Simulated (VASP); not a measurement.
An input for Ansatz (written as the equivalent of a VASP run, and not itself run):

Ansatz 0.2 input:
```yaml
crystal:
  lattice:
    - [3.9913616, 0.0000000, 0.0000000]
    - [-1.9956808, 3.4566208, 0.0000000]
    - [0.0000000, 0.0000000, 6.5848133]
  atoms:
    - { symbol: Be, position: [0.6666670, 0.3333330, 0.5005854] }
    - { symbol: Be, position: [0.3333330, 0.6666670, 0.0005854] }
    - { symbol: Te, position: [0.6666670, 0.3333330, 0.8744146] }
    - { symbol: Te, position: [0.3333330, 0.6666670, 0.3744146] }
kpoints:
  mp_grid: { grid: [6, 6, 3] }
hamiltonian:
  xc: r2scan
  pseudopotentials: { kind: paw }
scf:
  occupations: { method: gaussian, width: 0.05 }
  max_iter: 100
relax:
  max_steps: 60
  f_tol: 0.02
  cell: {}
output: { forces: true, stress: true, eigenvalues: true }
```

Q: Translate this input to VASP (INCAR, KPOINTS, POSCAR, choice of POTCAR).

A: One answer among several that fit: 
### POSCAR
```
BeTe
1
    3.9913615879     0.0000000000     0.0000000000
   -1.9956807939     3.4566207600     0.0000000000
    0.0000000000    -0.0000000000     6.5848133423
Be Te
2 2
Direct
  0.6666670000   0.3333330000   0.5005853906
  0.3333330000   0.6666670000   0.0005853906
  0.6666670000   0.3333330000   0.8744146094
  0.3333330000   0.6666670000   0.3744146094
```

KPOINTS:
```
Automatic
0
G
 6 6 3
```

**INCAR**
```
PREC=Accurate
IBRION=2
ENCUT=400   ! plane-wave cut-off (eV)
ISMEAR=0   ! Gaussian
NSW=60
EDIFFG=-0.02   ! ionic stop
ALGO=Normal
SIGMA=0.05   ! width (eV)
LWAVE=.FALSE.
LASPH=.TRUE.   ! aspherical one-centre terms
NELM=100
LMAXMIX=4
EDIFF=1E-6   ! SCF stop (eV)
SYSTEM=BeTe
LMIXTAU=.TRUE.
LCHARG=.FALSE.
ISIF=3   ! ions, shape and volume
LREAL=.FALSE.
METAGGA=R2SCAN
```

POTCAR, in this order: Be Te (PBE.64 set). Program: vasp_std.

What does not carry over: each code has its own PAW files, so the cut-off isn't converted (ENCUT is set for VASP's; basis.ecutwfc is left out, and Ansatz then takes the one that its files recommend); Ansatz stops its SCF on the density residual and VASP on the energy change (EDIFF).

The structure comes from a computed database's BeTe entry (P6_3mc); how it stands against other phases isn't given here. It was relaxed first. The start is the result of an earlier pass.
